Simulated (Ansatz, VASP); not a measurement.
**Cross-check of Zn between VASP and Ansatz**

Aim: how closely do two programs agree when they are given the same cell, functional and k mesh? Of the first pair: The cell is taken from a series of runs on this material, whose earlier steps may have relaxed, scaled, displaced or heated it; both programs get it as it stands.

Method: plane waves, with VASP 6.6.1 beside it; single point at PBEsol, in Ansatz 0.2.0.

## (1) The structure

The cell holds 14 atoms: 14 Zn. Cell: a = 2.670 Å, b = 4.966 Å, c = 27.644 Å, α = 90.0°, β = 90.0°, γ = 90.0°. It derives from Zn (Zinc). As first built, before any earlier steps moved the atoms (in the runner's words): stoichiometric True; symmetric True. Vacuum lies along c.

Coordinates:

```xyz
14
Lattice="2.6700 0.0000 0.0000 0.0000 4.9660 0.0000 0.0000 0.0000 27.6445" Properties=species:S:1:pos:R:3
Zn    2.0025    1.2415   20.9030
Zn    0.6675    3.7245   20.5434
Zn    0.6675    1.2415   18.6808
Zn    2.0025    3.7245   18.1240
Zn    2.0025    1.2415   16.5199
Zn    0.6675    3.7245   15.7492
Zn    0.6675    1.2415   14.2076
Zn    2.0025    3.7245   13.4369
Zn    2.0025    1.2415   11.8953
Zn    0.6675    3.7245   11.1246
Zn    0.6675    1.2415    9.5205
Zn    2.0025    3.7245    8.9637
Zn    2.0025    1.2415    7.1011
Zn    0.6675    3.7245    6.7415
```

## (2) VASP: single point, PBEsol, pair 1

With cell and atoms fixed, the geometry can't cause a difference; cores, projectors, grids and the points listed under the comparison can.

Lines of VASP's logs that name or quote its potential files are left out, and so is its time.

Contents of INCAR:

```
SYSTEM = Zn
PREC = Accurate
ENCUT = 400
EDIFF = 1E-06
NELM = 120
ISMEAR = -1
SIGMA = 0.05
LREAL = .FALSE.
ALGO = Normal
GGA = PS
NBANDS = 104
LORBIT = 11
LWAVE = .FALSE.
LCHARG = .FALSE.
ISIF = 2
LASPH = .TRUE.
GGA_COMPAT = .FALSE.
KPAR = 4
```

Contents of POSCAR:

```
Zn
1.0
    2.6700000000      0.0000000000      0.0000000000
    0.0000000000      4.9660000000      0.0000000000
    0.0000000000      0.0000000000     27.6444895780
Zn
14
Direct
    0.7500000000      0.2500000000      0.7561352835
    0.2500000000      0.7500000000      0.7431281784
    0.2500000000      0.2500000000      0.6757507255
    0.7500000000      0.7500000000      0.6556095516
    0.7500000000      0.2500000000      0.5975843350
    0.2500000000      0.7500000000      0.5697030960
    0.2500000000      0.2500000000      0.5139406190
    0.7500000000      0.7500000000      0.4860593810
    0.7500000000      0.2500000000      0.4302969040
    0.2500000000      0.7500000000      0.4024156650
    0.2500000000      0.2500000000      0.3443904484
    0.7500000000      0.7500000000      0.3242492745
    0.7500000000      0.2500000000      0.2568718216
    0.2500000000      0.7500000000      0.2438647165
```

Contents of KPOINTS:

```
Automatic mesh
0
Gamma
14 8 1
0 0 0
```

The projector-augmented-wave data sets are Zn (PBE family, release 64).

The run is started by

```bash
> mpirun -np 4 vasp_std
```

Numbers of over 12 decimals in the logs are rounded to 6 here.

What it wrote:

```text
[banner, memory and clock lines left out]
running    4 mpi-ranks, on    1 nodes
 distrk:  each k-point on    1 cores,    4 groups
 distr:  one band on    1 cores,    1 groups

 POSCAR found type information on POSCAR Zn
 POSCAR found :  1 types and      14 ions
|                                                                             |
|               ----> ADVICE to this user running VASP <----                  |
|                                                                             |
|     You enforced a specific xc type in the INCAR file but a different       |
|     [... a line on the potential file left out ...]
|     I HOPE YOU KNOW WHAT YOU ARE DOING!                                     |
|                                                                             |

 LDA part: xc-table for (Slater+PW92), standard interpolation
 POSCAR, INCAR and KPOINTS ok, starting setup
 FFT: planning ... GRIDC
 FFT: planning ... GRID_SOFT
 FFT: planning ... GRID
 WAVECAR not read
 entering main loop
       N       E                     dE             d eps       ncg     rms          rms(c)
DAV:   1     0.121060502581E+04    0.12106E+04   -0.69299E+04  8408   0.184E+03
DAV:   2     0.127812221936E+03   -0.10828E+04   -0.10434E+04  8320   0.443E+02
DAV:   3    -0.167573636068E+02   -0.14457E+03   -0.14172E+03  8752   0.164E+02
DAV:   4    -0.221573093541E+02   -0.53999E+01   -0.53711E+01  9136   0.363E+01
DAV:   5    -0.221955247138E+02   -0.38215E-01   -0.38206E-01  9128   0.263E+00    0.104E+01
DAV:   6    -0.204190040190E+02    0.17765E+01   -0.93627E+00  9648   0.273E+01    0.764E+00
DAV:   7    -0.203618002956E+02    0.57204E-01   -0.51260E-01  9248   0.811E+00    0.440E+00
DAV:   8    -0.203712808296E+02   -0.94805E-02   -0.38147E-01  9376   0.199E+01    0.133E+00
DAV:   9    -0.203226515608E+02    0.48629E-01   -0.34619E-01  9800   0.136E+01    0.362E-01
DAV:  10    -0.203138273081E+02    0.88243E-02   -0.63355E-02 10816   0.448E+00    0.319E-01
DAV:  11    -0.203165812315E+02   -0.27539E-02   -0.41263E-02  9008   0.178E+00    0.142E-01
DAV:  12    -0.203165561014E+02    0.25130E-04   -0.42244E-03  9064   0.524E-01    0.669E-02
DAV:  13    -0.203166092122E+02   -0.53111E-04   -0.76367E-04  8824   0.356E-01    0.496E-02
DAV:  14    -0.203166320807E+02   -0.22868E-04   -0.13705E-04  9400   0.201E-01    0.331E-02
[...]
DAV:  18    -0.203166455549E+02   -0.64514E-05   -0.14448E-06  5728   0.135E-02    0.289E-03
DAV:  19    -0.203166537126E+02   -0.81577E-05   -0.12449E-06  5560   0.146E-02    0.137E-03
DAV:  20    -0.203166649944E+02   -0.11282E-04   -0.18728E-06  5760   0.670E-03    0.197E-03
DAV:  21    -0.203166703223E+02   -0.53279E-05   -0.31802E-07  5488   0.101E-02    0.869E-04
DAV:  22    -0.203166782114E+02   -0.78891E-05   -0.25216E-07  5248   0.436E-03    0.741E-04
DAV:  23    -0.203166820357E+02   -0.38243E-05   -0.96569E-08  5264   0.324E-03    0.443E-04
DAV:  24    -0.203166837021E+02   -0.16664E-05   -0.34333E-08  5120   0.197E-03    0.197E-04
DAV:  25    -0.203166841887E+02   -0.48666E-06   -0.16991E-08  5200   0.174E-03
   1 F= -.20316684E+02 E0= -.20297905E+02  d E =-.375589E-01
```

From OUTCAR (step 2):

```text
ion  position               nearest neighbor table
   1  0.750  0.250  0.756-   3 2.59   3 2.59   2 2.84   2 2.84   2 2.84   2 2.84
   2  0.250  0.750  0.743-   4 2.76   4 2.76   1 2.84   1 2.84   1 2.84   1 2.84
   3  0.250  0.250  0.676-   5 2.54   5 2.54   1 2.59   1 2.59   4 2.87   4 2.87   4 2.87   4 2.87

  LATTYP: Found a simple orthorhombic cell.
 ALAT       =     2.6700000000
 B/A-ratio  =     1.8599250936
 C/A-ratio  =    10.3537414150

 Subroutine GETGRP returns: Found  8 space group operations
 (whereof  2 operations were pure point group operations)

The static configuration has the point symmetry S_2 .
 The point group associated with its full space group is D_2h.

 Found     40 irreducible k-points:

   k-points           NKPTS =     40   k-points in BZ     NKDIM =     40   number of bands    NBANDS=    104

   dimension x,y,z NGX =    18 NGY =   32 NGZ =  180
   dimension x,y,z NGXF=    36 NGYF=   64 NGZF=  360

   ENCUT  =  400.0 eV  29.40 Ry    5.42 a.u.   4.35  8.10 45.08*2*pi/ulx,y,z

   NELECT =     168.0000    total number of electrons

 k-points in reciprocal lattice and weights: Automatic mesh
   0.00000000  0.00000000  0.00000000       0.009
   0.07142857  0.00000000  0.00000000       0.018
   0.14285714  0.00000000  0.00000000       0.018
   0.21428571  0.00000000  0.00000000       0.018
   0.28571429  0.00000000  0.00000000       0.018
   0.35714286  0.00000000  0.00000000       0.018
   0.42857143  0.00000000  0.00000000       0.018
   0.50000000  0.00000000  0.00000000       0.009
   0.00000000  0.12500000  0.00000000       0.018
[...]
0.42857143  0.50000000  0.00000000       0.018
   0.50000000  0.50000000  0.00000000       0.009

 average (electrostatic) potential at core
       1 -39.5839       2 -39.4205       3 -39.8179       4 -39.6762       5 -39.8203
       6 -39.7529       7 -39.7808       8 -39.7808       9 -39.7529      10 -39.8203
      11 -39.6762      12 -39.8179      13 -39.4205      14 -39.5839

 E-fermi :  -0.1114

 k-point     1 :       0.0000    0.0000    0.0000
  band No.  band energies     occupation
    ...
     85      -1.6536      2.00000
     86      -1.1425      2.00000
     87      -0.7417      1.99999
     88      -0.3411      1.98000
     89      -0.0813      0.70801
     90       0.7184      0.00000
     91       1.2031      0.00000
     92       1.6402      0.00000
     93       2.6730      0.00000
     94       2.8315      0.00000
    ...

 k-point     2 :       0.0714    0.0000    0.0000
  band No.  band energies     occupation
    ...
     84      -1.9989      2.00000
     85      -1.5623      2.00000
     86      -1.0033      2.00000
     87      -0.6360      1.99994
     88      -0.2045      1.73124
     89       0.0526      0.07260
     90       0.8118      0.00000
     91       1.3324      0.00000
     92       1.7518      0.00000
     93       2.8008      0.00000
    ...

 k-point     3 :       0.1429    0.0000    0.0000
  band No.  band energies     occupation
    ...
     83      -1.6319      2.00000
     84      -1.5690      2.00000
     85      -1.2875      2.00000
     86      -0.5972      1.99988
     87      -0.3239      1.97190
     88       0.1930      0.00453
     89       0.4451      0.00003
     90       1.0955      0.00000
     91       1.7131      0.00000
     92       2.0854      0.00000
    ...

  Total      -11.1169427     -9.3921001     -3.5744686      0.0000000      0.0000000      0.0000000
  in kB      -48.5925173    -41.0531742    -15.6241183      0.0000000      0.0000000      0.0000000
  external PRESSURE =     -35.0899366 kB  Pullay stress =       0.0000000 kB

  energy-cutoff  :      400.00
  volume of cell :      366.54
      direct lattice vectors                 reciprocal lattice vectors
     2.670000000  0.000000000  0.000000000     0.374531835  0.000000000  0.000000000
     0.000000000  4.966000000  0.000000000     0.000000000  0.201369311  0.000000000
     0.000000000  0.000000000 27.644489578     0.000000000  0.000000000  0.036173574

 POSITION                                       TOTAL-FORCE (eV/Angst)
 -----------------------------------------------------------------------------------
      2.00250      1.24150     20.90297        -0.000000     -0.000000      0.004712
      0.66750      3.72450     20.54340        -0.000000     -0.000000     -0.032982
      0.66750      1.24150     18.68078        -0.000000     -0.000000     -0.003961
      2.00250      3.72450     18.12399        -0.000000     -0.000000     -0.000563
      2.00250      1.24150     16.51991        -0.000000      0.000000     -0.511298
      0.66750      3.72450     15.74915        -0.000000     -0.000000      0.118907
      0.66750      1.24150     14.20763        -0.000000     -0.000000     -0.049018
      2.00250      3.72450     13.43686        -0.000000     -0.000000      0.049018
      2.00250      1.24150     11.89534        -0.000000     -0.000000     -0.118907
      0.66750      3.72450     11.12458         0.000000      0.000000      0.511298
      0.66750      1.24150      9.52050        -0.000000      0.000000      0.000563
      2.00250      3.72450      8.96371        -0.000000     -0.000000      0.003961
      2.00250      1.24150      7.10109        -0.000000     -0.000000      0.032982
      0.66750      3.72450      6.74152        -0.000000     -0.000000     -0.004712
 -----------------------------------------------------------------------------------
    total drift:                                0.000000      0.000000      0.000000

  FREE ENERGIE OF THE ION-ELECTRON SYSTEM (eV)
  ---------------------------------------------------
  free  energy   TOTEN  =       -20.3166841887 eV

  energy  without entropy=      -20.2791252947  energy(sigma->0) =      -20.29790474

 total charge
# of ion       s       p       d       tot
------------------------------------------
    1        0.616   0.370   9.719  10.705
    2        0.610   0.360   9.717  10.687
    3        0.622   0.459   9.723  10.805
    4        0.605   0.417   9.718  10.740
    5        0.610   0.456   9.721  10.787
    6        0.599   0.428   9.719  10.747
    7        0.601   0.437   9.719  10.757
    8        0.601   0.437   9.719  10.757
    9        0.599   0.428   9.719  10.747
   10        0.610   0.456   9.721  10.787
   11        0.605   0.417   9.718  10.740
   12        0.622   0.459   9.723  10.805
   13        0.610   0.360   9.717  10.687
   14        0.616   0.370   9.719  10.705
--------------------------------------------------
tot          8.527   5.855 136.073 150.455

[... 3 further parts left out ...]
```

(Part 1 of 3 ends here.)

[Lines on the potential files, build, host, timing and source positions are cut from VASP's logs without a mark.]

[Logs are printed without paths, hosts, clocks, repeated set-up lines and the standing remarks that a program may print on its own settings, such as how far it seeks lower states.]

[Hosts, paths, dates, database ids (printed as entryN), source tags and the programs' standing remarks are cut or masked in the printed files.]
